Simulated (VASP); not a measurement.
GeSe (Germanium monoselenide), 2 atoms in the cell. The cell holds a molecule in a box, 2 atoms: a = 9.000 Å, b = 9.000 Å, c = 12.000 Å, α = 90.00°, β = 90.00°, γ = 90.00°. 

- Program: VASP 6.6.1
- Task: single point
- Functional: r2SCAN
- Dispersion: D4
- Potentials or basis: VASP PAW PBE potentials, release 64 (Ge_d, Se)
- Cutoff: 520 eV
- k mesh: 1 × 1 × 1
- Occupations: gaussian, width 0.01 eV
- Spin: no spin polarisation
- Further INCAR settings: ALGO = Normal; EDIFF = 1e-07; NBANDS = 17

Potentials or basis: VASP PAW PBE potentials, release 64 (Ge_d, Se).

Command:

```sh
$ cat potpaw_PBE.64/Ge_d/POTCAR potpaw_PBE.64/Se/POTCAR > POTCAR
$ mpirun -np 1 vasp_gam > vasp.out
```

Hardware: 1 thread of Intel(R) Xeon(R) Platinum 8488C (Sapphire Rapids) (shared host).

Task: How long does it take, and how much memory?

Result: Run time: 4.8 min on 1 thread of Intel(R) Xeon(R) Platinum 8488C (Sapphire Rapids) (shared host), peak memory 0.96 GiB. Counts: scf iterations 52, k points 1.
